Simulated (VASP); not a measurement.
Computed with TPSS meta-GGA, VASP's PBE PAW potentials (set 64) (plane waves; VASP).

A VASP calculation is set up with these files.

INCAR:
```
PREC = Accurate
ISMEAR = -5   ! tetrahedra, Bloechl
EDIFF = 1E-7
LORBIT = 11
LASPH = .TRUE.
LMAXMIX = 6   ! l cut-off of mixed one-centre charges
LCHARG = .FALSE.
NEDOS = 601   ! DOS grid
SYSTEM = WC
LREAL = .FALSE.
ENCUT = 520
LWAVE = .FALSE.
ISIF = 2   ! forces and stress, cell fixed
LMIXTAU = .TRUE.
METAGGA = TPSS
NELM = 100   ! most electronic steps
ALGO = Normal
```

**POSCAR**
```
WC
2.8544870
  0.5112591619  -0.8855268707   0.0000000000
  0.5112591619   0.8855268707   0.0000000000
  0.0000000000   0.0000000000   1.0000000904
W C
1 1
Cartesian
  0.0000000000   0.0000000000   0.0000000000
  0.5112591619   0.2951762139   0.5000000452
```

### KPOINTS_OPT
```
k-points along high-symmetry lines
6
Line-mode
Reciprocal
  0.000000   0.000000   0.000000 ! GAMMA
  0.500000  -0.000000   0.000000 ! M

  0.500000  -0.000000   0.000000 ! M
  0.333333   0.333333   0.000000 ! K

  0.333333   0.333333   0.000000 ! K
  0.000000   0.000000   0.000000 ! GAMMA

  0.000000   0.000000   0.000000 ! GAMMA
  0.000000   0.000000   0.500000 ! A

  0.000000   0.000000   0.500000 ! A
  0.500000  -0.000000   0.500000 ! L

  0.500000  -0.000000   0.500000 ! L
  0.333333   0.333333   0.500000 ! H

  0.333333   0.333333   0.500000 ! H
  0.000000   0.000000   0.500000 ! A

  0.500000  -0.000000   0.500000 ! L
  0.500000  -0.000000   0.000000 ! M

  0.333333   0.333333   0.500000 ! H
  0.333333   0.333333   0.000000 ! K
```

File KPOINTS:
```
Automatic mesh
0
G
  16 16 14
```

POTCAR, in this order: W_sv C (PBE.64 set). Program: vasp_std.

Q: What will the output report for the number of irreducible k-points (NKPTS), largest plane-wave count, number of space-group operations, FFT grid (NGX, NGY, NGZ)?

A: 
```yaml
number of irreducible k-points (NKPTS): 240
largest_plane_wave_count: 593
number_of_space_group_operations: 12
FFT grid (NGX, NGY, NGZ): 24 × 24 × 24
```

The compound is WC in the wc structure. It was relaxed first.
